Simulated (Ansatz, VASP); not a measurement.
# BN: VASP beside Ansatz, part 2 of 2

Wanted: the spread between two codes on one cell, functional and k mesh. The cell is taken from a series of runs on this material, whose earlier steps may have relaxed, scaled, displaced or heated it; both programs get it as it stands.

VASP 6.6.1 and Ansatz 0.2.0.

So far: Starting point; VASP: zone-centre phonons, PBE.

### 3. Ansatz: zone-centre phonons, PBE

Level of this step: Ansatz beside VASP: Kohn-Sham DFT, plane waves, PBE (Ansatz).

Ansatz runs on norm-conserving files, of PseudoDojo where its log says so.

The same cell, functional and mesh now go to Ansatz.

Contents of input.yaml:

```yaml
crystal:
  lattice:
    - [-1.8116642968, 0.0, 1.8116642968]
    - [0.0, 1.8116642968, 1.8116642968]
    - [-1.8116642968, 1.8116642968, 0.0]
  atoms:
    - { symbol: B, position: [0.0, 0.0, 0.0] }
    - { symbol: "N", position: [0.75, 0.75, 0.75] }
kpoints:
  mp_grid: { grid: [12, 12, 12] }
hamiltonian:
  xc: pbe
  pseudopotentials: { kind: nc, accuracy: standard }
scf:
  occupations: { method: fixed }
output:
  eigenvalues: true
basis:
  ecutwfc: 1142.878
phonons:
  method: dfpt
  dielectric: true
  rigid_motions: translations
```

Launch:

```console
$ ansatz run input.yaml --threads 2 --pin off --max-ram 4096MiB --backend cpu --events-out ev --progress --plain --runs-dir out
```

Numbers of over 12 decimals in the logs are rounded to 6 here.

Log:

```text
Warning: basis.ecutwfc = 1142.878 eV is below the records' recommended 1142.878222 eV, and the density's cutoff is lower with it unless basis.ecutrho_ratio is high enough to keep the records' density cutoff: compare with a run at a higher cutoff
Engine: ansatz 0.2.0, x86_64-unknown-linux-gnu
Pseudopotentials: kind: nc
Pseudopotential: B, nc, valence charge 3, recommended cutoff 1034.032677 eV (normal), B.nc.azcp (PseudoDojo's, or run here from an input of PseudoDojo's; its table is named by hamiltonian.pseudopotentials.accuracy)
Pseudopotential: N, nc, valence charge 5, recommended cutoff 1142.878222 eV (normal), N.nc.azcp (PseudoDojo's, or run here from an input of PseudoDojo's; its table is named by hamiltonian.pseudopotentials.accuracy)
Functional definition: PBE
  parameter kappa = 0.804
  parameter beta = 0.066725
  exchange = pbe_x(kappa = kappa, mu = beta*pi^2/3)
  correlation = pbe_c(beta = beta)
Crystal: 2 atoms, lattice volume = 11.892 Å³
Basis set: ecut = 1142.878 eV, 1037 PW (Γ), exchange–correlation on 60×60×60 points (8 copies of the dense FFT grid, shifted against one another)
Bands: 8, of which v1, the nominal top of the filled ones, is band 4 counted from 1 (3 counted from 0)
Symmetry: 24 space group operations
k-points: 280 of 1728 (irreducible under 4 space group operations, time reversal used)
Non-local potential: B, projectors of the file, l = 0: 2, l = 1: 2
Non-local potential: N, projectors of the file, l = 0: 2, l = 1: 2
Initial density: superposition of atomic densities (chi_scale 0.1, normalization cell, long waves kept (reshape's long-wave potential 0.00 eV rms))
Initial wavefunctions: pseudopotential atomic-orbital guess
Functional: x = pbe(κ = 0.804, μ = 0.219515), c = pbe(β = 0.066725)
SCF iter   1: F=—  HF=-365.358620 eV  |F-HF|=—  |Δ(HF+E_count)|=         —  Δρ=1.48e-1  dr2=2.09e0  ethr=3.10e-3  ⟨swp⟩=5.2  Hψ=14559  notcnv=0  defer=485
preconditioner: auto → none  [insulator: Δε(μ)=5.776 eV  Ē_g=20.273 eV  n_scr=0 (ndim 8)  ℏωp=30.5 eV  f_vac=0.000  ε∞_Penn≈3.3]
SCF iter   2: F=—  HF=-364.760460 eV  |F-HF|=—  |Δ(HF+E_count)|=   5.98e-1  Δρ=6.02e-2  dr2=2.44e-1  ethr=3.10e-3  ⟨swp⟩=2.2  Hψ=6420  notcnv=0  defer=442
SCF iter   3: F=—  HF=-364.709609 eV  |F-HF|=—  |Δ(HF+E_count)|=   5.09e-2  Δρ=2.20e-2  dr2=3.60e-2  ethr=3.05e-3  ⟨swp⟩=2.5  Hψ=3087  notcnv=0  defer=524
SCF iter   4: F=—  HF=-364.705433 eV  |F-HF|=—  |Δ(HF+E_count)|=   4.18e-3  Δρ=2.75e-3  dr2=3.35e-4  ethr=4.50e-4  ⟨swp⟩=3.4  Hψ=4064  notcnv=0  defer=539
SCF iter   5: F=—  HF=-364.705578 eV  |F-HF|=—  |Δ(HF+E_count)|=   1.45e-4  Δρ=2.49e-4  dr2=3.89e-6  ethr=4.19e-6  ⟨swp⟩=3.0  Hψ=3929  notcnv=0  defer=543
SCF iter   6: F=—  HF=-364.705578 eV  |F-HF|=—  |Δ(HF+E_count)|=   2.07e-7  Δρ=2.32e-5  dr2=1.38e-8  ethr=4.87e-8  ⟨swp⟩=2.4  Hψ=3420  notcnv=0  defer=84
SCF iter   7: F=—  HF=-364.705578 eV  |F-HF|=—  |Δ(HF+E_count)|=   1.04e-7  Δρ=2.88e-6  dr2=7.16e-10  ethr=1.72e-10  ⟨swp⟩=2.2  Hψ=3225  notcnv=0  defer=6
SCF iter   8: F=-364.705578 eV  HF=-364.705578 eV  |F-HF|=2.27e-12  |Δ(HF+E_count)|=  1.84e-10  Δρ=2.35e-7  dr2=4.60e-12  ethr=1.25e-12  ⟨swp⟩=7.8  Hψ=12826  notcnv=0
SCF 1 converged in 8 iterations: F = -364.705578 eV  dr2 = 4.60e-12
NSCF: frozen V_eff on 2 k-points
DFPT response loops at Γ: preconditioner auto → none (the input reference at scf.mixing.eps_inf says where Resta's filter doesn't serve); β = 0.50; Broyden in place of MSR1
SCF converged after 8 iterations
Free energy (F): -364.705578 eV
Harris-Foulkes:  -364.705578 eV  (|F-HF|=2.27e-12)
Internal energy: -364.705578 eV  (E = F + TS)
E sigma→0 (E₀):  -364.705578 eV
Fermi energy:    11.046545 eV
--- Per-component energies (eV) ---
  E_band       = 25.719063
  E_kinetic    = 255.608564
  E_local      = -163.908822  (includes V_loc(G=0)·N_el)
  E_nonlocal   = -28.952764
  E_hartree    = 48.937484
  E_xc         = -118.829176
  E_vxc        = -134.902859  (∫ρ·V_xc dr)
  E_ewald      = -357.560866
  E_smearing   = -0.000000  (= −TS)
  E_closure    = 0.000000  (closes the sum)
  Σ components = -364.705578   (vs F -364.705578, Δ=0.00e0)
--- Band table (eV; the first three rows and the last of 280) ---
  k-point 0: bands = ["-9.0861", "11.0465", "11.0465", "11.0465", "19.8898", "19.8898", "19.8898", "21.3001"]
  k-point 1: bands = ["-8.9181", "10.1419", "10.8673", "10.8673", "20.0848", "20.1606", "20.1606", "21.8683"]
  k-point 2: bands = ["-8.4202", "8.0571", "10.4305", "10.4305", "20.3812", "20.7911", "20.7911", "23.1972"]
  k-point 279: bands = ["-3.5389", "2.1838", "6.1725", "6.1725", "15.5718", "20.3464", "28.8462", "28.8462"]
--- Phonons (Γ-DFPT): 2 representative perturbations + reference, on 280 of 1728 k-points (Σ response iterations 6) ---
  k mesh reduced under 4 symmetry operations, with k and −k counted as one. Each operation leaves every solved perturbation unchanged. A smaller set is not considered because the run solves the response to a homogeneous field
  ASR residual: 1.948e-4 → 0.000e0 eV/Å²; symmetrization residual: 7.845e-7 eV/Å²
  ASR residual per site (eV/Å²): 4.65e-6 1.95e-4
  Γ frequencies (cm⁻¹): 0.00 0.00 0.00 1029.29 1029.29 1029.29
  ε∞ (high-frequency dielectric tensor):
        4.550081     0.000000     0.000000
        0.000000     4.550081     0.000000
        0.000000    -0.000000     4.550081
  ε⁰ (static dielectric tensor: ions relaxed, cell fixed):
        6.885483     0.000000     0.000000
        0.000000     6.885483    -0.000000
        0.000000    -0.000000     6.885483
  ε⁰ − ε∞ (ionic part):
        2.335402    -0.000000     0.000000
       -0.000000     2.335402    -0.000000
        0.000000    -0.000000     2.335402
  softest optical mode at Γ: 1029.29 cm⁻¹; the repairs (sum rule, projections) moved no ω² at Γ by more than (1.98 cm⁻¹)²
  Born effective charges Z* (e; rows j = field, columns β = displacement):
    site 0:
         1.91008    0.00000    0.00000
        -0.00000    1.91008    0.00000
        -0.00000    0.00000    1.91008
    site 1:
        -1.91008   -0.00000   -0.00000
         0.00000   -1.91008   -0.00000
         0.00000   -0.00000   -1.91008
  Z* charge neutrality: 1.571e-6 e pre-enforcement
  k-mesh period / interband length: 30.7 Å / 1.29 Å = 23.78 at k = (0.0000, 0.0000, 0.0000), direct gap 8.843 eV — 14 or more, which is no proof of convergence
  optical modes at Γ without the LO–TO term, one row a degenerate level:
      ω (cm⁻¹)  modes    IR ((D/Å)²/amu)
       1029.29      3            41.3871
  optical modes at Γ + LO–TO along q̂ = [1.0000, 0.0000, 0.0000]:
      ω (cm⁻¹)  modes    IR ((D/Å)²/amu)
       1029.29      2            27.5914
       1266.18      1            13.7957
  optical modes at Γ + LO–TO along q̂ = [0.0000, 1.0000, 0.0000]:
      ω (cm⁻¹)  modes    IR ((D/Å)²/amu)
       1029.29      2            27.5914
       1266.18      1            13.7957
  optical modes at Γ + LO–TO along q̂ = [0.0000, 0.0000, 1.0000]:
      ω (cm⁻¹)  modes    IR ((D/Å)²/amu)
       1029.29      2            27.5914
       1266.18      1            13.7957
```

### 4. Differences

Known differences besides the potentials themselves: fixed occupations in Ansatz, narrow Gaussian smearing in VASP; the cutoff is 1142.88 eV in Ansatz and 600 eV in VASP. Total energies have different zeros and are not compared.

The two programs side by side:

```csv
quantity,Ansatz,VASP,difference
ε∞ xx,4.55,4.61,-1.36 %
ε∞ yy,4.55,4.61,-1.36 %
ε∞ zz,4.55,4.61,-1.36 %
Born charge of B1 (mean of the diagonal) (e),1.91,1.91,0.00
Born charge of N2 (mean of the diagonal) (e),-1.91,-1.91,0.00
optical mode 1 to 3 (cm⁻¹),1029.3,1031.0,-0.17 %
```

Modes are paired by rising frequency, not by their patterns, so a pair may set unlike modes beside each other; they are those without the splitting of longitudinal modes.

### 5. Summary of results

```json
{
  "r.m.s. difference of the optical zone-centre modes, each program's sorted by frequency (zone-centre phonons, PBE)": "1.7 cm⁻¹",
  "difference in ε∞ xx (zone-centre phonons, PBE)": "-1.4 %"
}
```

The r.m.s. difference of the optical zone-centre modes, each program's sorted by frequency is 1.7 cm⁻¹ (zone-centre phonons, PBE). Among the rows given in per cent, the largest difference of the zone-centre phonons, PBE pair is in ε∞ xx, -1.4 %. Such differences can come from data sets, numerical settings and the points named under the comparisons, not from the functional's error against experiment.

[Lines on the potential files, build, host, timing and source positions are cut from VASP's logs without a mark.]

[Logs are printed without paths, hosts, clocks, repeated set-up lines and the standing remarks that a program may print on its own settings, such as how far it seeks lower states.]

[Hosts, paths, dates, database ids (printed as entryN), source tags and the programs' standing remarks are cut or masked in the printed files.]
